Question

Twelve density-functional treatments were applied to one and the same crystal of wurtzite CdS. In the table, the gap on path is the distance from the highest filled to the lowest empty level along lines through k space. The direct gap is the smallest such distance at a single k point.

Band gaps of wurtzite CdS from plane-wave DFT with PAW potentials in VASP 6.6.1, with the same cell and atomic positions in every row. All runs use a 520 eV cutoff and a 7×7×4 k mesh, without spin polarisation or spin-orbit coupling; the smearing is Fermi-Dirac (Gaussian for revPBE) with a width of 0.05 eV.

```
functional                            potentials  gap on path (eV)  direct gap on path (eV)
       LDA  VASP PAW LDA potentials, recommended             0.938                    0.938
       PBE  VASP PAW PBE potentials, recommended             1.199                    1.199
    revPBE  VASP PAW PBE potentials, recommended             1.337                    1.337
      RPBE  VASP PAW PBE potentials, recommended             1.384                    1.384
    r2SCAN  VASP PAW PBE potentials, recommended             1.653                    1.653
      AM05  VASP PAW PBE potentials, recommended             1.182                    1.182
      LMBJ  VASP PAW PBE potentials, recommended             2.280                    2.280
       MS2  VASP PAW PBE potentials, recommended             1.547                    1.547
      SCAN  VASP PAW PBE potentials, recommended             1.576                    1.576
    TB-mBJ  VASP PAW PBE potentials, recommended             2.708                    2.708
     rSCAN  VASP PAW PBE potentials, recommended             1.624                    1.624
   revTPSS  VASP PAW PBE potentials, recommended             1.336                    1.336
```

LDA uses the electron density alone, and the GGAs (AM05, PBE, revPBE, RPBE) add its gradient. The meta-GGAs (revTPSS, MS2 and the three functionals of the SCAN family) also use the kinetic-energy density of the orbitals. TB-mBJ and LMBJ are potentials designed for gaps; they have no matching energy, and hence no pressure.

The LMBJ entry contradicts its own run: the k mesh and the levels at Γ both give a gap of 2.757 eV, for a reason that is unknown. In the other rows path and mesh agree to about 0.001 eV. Use 2.757 eV for LMBJ. The revPBE run used a fixed density and Gaussian instead of Fermi-Dirac smearing. The smearing doesn't matter at a gap of this size.

The same calculations give these pressures in GPa, positive where the functional would like the crystal to expand:

LDA −2.7; AM05 0.0; PBE 2.4; revPBE 4.0; RPBE 4.6
SCAN 0.3; rSCAN 0.8; MS2 0.9; r2SCAN 1.0; revTPSS 1.6

(a) An engineer suggests that the functionals strain the crystal by different amounts and that the gap follows the strain. Test this idea.

(b) A student replies that the gap is set by the class of functional: the more ingredients, the wider the gap. Test this as well.

(c) Find an explanation that copes with the rows on which (a) and (b) fail.

(d) CdS serves as the window layer of thin-film solar cells, where it should let visible light through to the absorber. Which of these gaps could be used to judge such a layer?

Model answer

(a) The idea looks good at first. Among LDA and the four GGAs the gap rises with the pressure, with a correlation of 0.97. A least-squares line through these five rows has a slope of 0.056 eV per GPa, and real CdS widens its gap under compression by roughly 0.045 eV per GPa. A believable cause and a believable size seem to have been found together.

The line can be tested on a functional that had no part in it. The five gaps average 1.21 eV at an average pressure of 1.67 GPa, so the line reads, with E the gap in eV and P the pressure in GPa,

E = 1.21 + 0.056 × (P − 1.67)

For SCAN, with P = 0.3, this gives

E = 1.21 − 0.08 = 1.13 eV

The calculation gave 1.58 eV. The line falls short by a similar amount for the other SCAN functionals and MS2, on average by 0.44 eV over the four. That is as much as the whole range from LDA to RPBE.

AM05 shows the failure without any line. PBE differs from it by 2.4 GPa, yet their gaps differ by only 0.02 eV. SCAN has nearly the pressure of AM05, yet its gap is wider by 0.39 eV. Pressure can change while the gap stays, and the gap can change while pressure stays.

The deeper objection needs no numbers. Real pressure changes a gap by shortening bonds, and here every row has the same bonds. The listed pressure tells which way the crystal would move if it were released. It is a second result of the functional, alongside the gap, and not a strain that acts on the gap.

The pressure does answer a different question: what would happen if each functional were given its own preferred cell? LDA would shrink the crystal and widen its gap, while RPBE would expand it and narrow its gap. With the rough coefficient above, the estimates are

LDA: 0.94 + 0.045 × 2.7 = 1.06 eV
RPBE: 1.384 − 0.045 × 4.6 = 1.18 eV

Much of the difference between LDA and the GGAs would thus disappear. Over all five rows the spread would fall from 0.45 eV to between 0.1 and 0.2 eV, if the coefficient lies between 0.045 and 0.03 eV per GPa. The lead of the SCAN family and MS2 would remain at about 0.4 eV. These are linear estimates, not relaxed calculations, but they show which part of the trend would probably survive if each crystal were relaxed.

(b) The student is closer to the truth. A least-squares fit to all twelve rows, with one constant level for each class, puts LDA and the GGAs at 1.21 eV, the meta-GGAs at 1.55 eV and the two mBJ potentials at 2.73 eV. The typical error of this rule is 0.12 eV, less than the step from one class to the next.

The largest miss is LDA, which lies 0.27 eV below its level. That doesn't speak against the student, since LDA has fewer ingredients than the GGAs with which the fit groups it.

The instructive failure is revTPSS. It is a meta-GGA, but its gap of 1.34 eV equals that of revPBE and lies below that of RPBE, two functionals with fewer ingredients. The class tells which ingredients a functional may use. It doesn't tell how strongly the functional uses them.

(c) The new ingredient of the meta-GGAs is the kinetic-energy density τ, half the sum of |∇ψ|² over the filled orbitals ψ (in atomic units). It is large where orbitals change steeply in space. When the energy depends on τ, the equation for each orbital gains a term

−½ ∇·(μ ∇ψ), with μ = ∂e/∂τ

where e is the exchange-correlation energy per volume. An ordinary potential has one value at each point for all orbitals. This term also depends on the shape of the orbital on which it acts: where μ is positive, steepness costs energy.

Theory then argues as follows. The filled orbitals make up τ, and what they pay through μ is offset, or more than offset, by a deeper ordinary potential, because both stem from the same exchange energy. An empty orbital feels the same deeper potential but had no part in setting its depth: if it is steep enough, it pays more than it gets back. In CdS the lowest conduction state is mainly Cd 5s, mixed out of phase with S s orbitals, so that it changes steeply across each bond. It should therefore rise relative to the filled S 3p states, and the gap should open.

The size of the effect depends on μ. In the SCAN family and in MS2 the exchange energy depends strongly on τ, and μ is mostly positive. In revTPSS this dependence is known to be much weaker, which leaves it close to a GGA. The exception to the student's rule thus becomes an expected case. For another meta-GGA, the useful question is how steeply its exchange energy rises with τ, not whether τ appears in it.

TB-mBJ and LMBJ use τ in another way. Their potential is an ordinary one, the same for all orbitals, but τ shapes it directly. It combines an attractive part, strongest close to the atoms, with a repulsive part proportional to √(τ/n), where n is the density. Compared with the attractive part, the repulsive part counts most between the atoms, where the density is low, and makes the potential less attractive there. The diffuse Cd 5s state has much of its weight there and is pushed up, while the S 3p states stay closer to their atoms. Since such a potential need not be the derivative of any energy, it can be shaped for the gap alone, and TB-mBJ ends 1.05 eV above r2SCAN.

The levels at Γ agree with this picture. Measured from the top of the valence band, the two lowest conduction levels lie higher in LMBJ than in RPBE by 1.37 and 1.27 eV. The lower conduction levels move up nearly together, as they should if the potential acts on diffuse states in general. Because the zero is the valence top, these levels alone can't tell whether the conduction band rose or the valence band sank. The band edges on the runs' own energy scales, which should be nearly comparable for the same cell and atomic potentials, point to the conduction band: from RPBE to LMBJ its bottom rises strongly, while the valence top rises only a little.

(d) A material absorbs light of wavelengths shorter than its absorption edge, which in nanometres is about 1240 divided by the gap in eV. The PBE gap puts the edge at 1034 nm, in the infrared. Even r2SCAN, with the widest gap of all the functionals that have an energy, puts it at 750 nm. Judged by any of these gaps, CdS would absorb throughout the visible spectrum and make a poor window.

TB-mBJ puts the edge at 458 nm, so that only violet and part of the blue are lost. Real CdS has a gap of roughly 2.5 eV, with an edge near 500 nm. Of the treatments compared here, only the two mBJ potentials describe a layer that works as a window. They open the gap slightly too far, by 0.2 to 0.3 eV, but part of this excess belongs to the calculation as a whole: spin-orbit coupling and the motion of the atoms are left out, and both would narrow the gap. The crystal structure has to come from elsewhere, since a potential without an energy can't relax a cell.

Remarks on the reasoning

Part (a) needs particular care. A correlation of 0.97, a slope of the right size and a known physical effect make a persuasive case, but the correlation and the slope rest on only five closely related functionals. The remedy is to ask what was held fixed, and then to try the rule on a functional of a different kind.

A good answer may ask why pressure and gap rise together among those five rows at all. A shared origin is likely. From PBE to revPBE and RPBE, exchange rewards density gradients more and more, which weakens the bonds and makes the crystal want to expand; the same change in the potential may also widen the gap. The first half of this argument is well established, the second is a conjecture here.

The LDA row deserves some caution. It was run with atomic potentials made for LDA, whereas all other rows use potentials made for PBE. The 0.26 eV between LDA and PBE therefore mixes two changes. The comparison of AM05, PBE and SCAN, on which part (a) turns, is free of this mixture, although AM05 and SCAN borrow potentials made for another functional, and the error from that is untested.

In part (c) full marks require a clear line between result and argument. The numbers show that having τ as an ingredient is not enough, and that revTPSS behaves like a GGA. That the strength of μ makes the difference is a theoretical argument which fits this order. Some of the opening may also come from the filled Cd 4d shell, which pushes the S 3p states up, and does so less when it lies deeper. The band edges of the runs leave room for this: from PBE to each of the SCAN functionals and MS2, the valence top sinks by more than the conduction bottom rises, as far as the energy scales of different functionals can be compared. But the deeper ordinary potential described in part (c) would lower the valence top as well, so the size of the 4d share can't be separated with these data.
